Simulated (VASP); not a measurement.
Input:

```yaml
crystal:
  lattice:
    - [0.00000, 2.35078, 2.35078]
    - [2.35078, 0.00000, 2.35078]
    - [2.35078, 2.35078, 0.00000]
  atoms:
    - { symbol: B, position: [0.00000, 0.00000, 0.00000] }
    - { symbol: As, position: [0.25000, 0.25000, 0.25000] }
```

Method: vdW-DF-cx, VASP's PBE PAW potentials (set 64) (plane waves; VASP 6.6.1). Settings: 520 eV cut-off, 9×9×9 Γ-centred mesh, Gaussian smearing of 0.050 eV, potentials B As.

Q: Predict the energy per atom (σ→0), pressure.

A: 
| Item | Result |
|---|---|
| energy per atom (σ→0) | -4.719 eV/atom |
| pressure | 9.57 GPa |

Total energies compare only between runs with the same potentials, cut-off and functional.

The compound is BAs in the zinc blende structure. This cell is one point of a volume scan, at 0.94 of the reference volume.
